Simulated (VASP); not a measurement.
Method: r2SCAN+rVV10, VASP's PBE PAW potentials (set 64) (plane waves; VASP). For the first row: Run with 520 eV cut-off, 10×10×10 Γ-centred mesh, first-order Methfessel-Paxton smearing of 0.10 eV, potentials Si Ni.

```csv
system,energy (eV/atom)
NiSi₂ (fluorite),-10.0635
Si (diamond),-8.7006
Ni (fcc),-11.7031
```

The references are the elements' solids at the same level; no temperature or zero-point terms are added.

What is the formation energy per atom of NiSi2?

The references average (2×(-8.7006) + 1×(-11.7031))/3 = -9.7014 eV, so the formation energy is -10.0635 − (-9.7014) = -0.362 eV/atom.
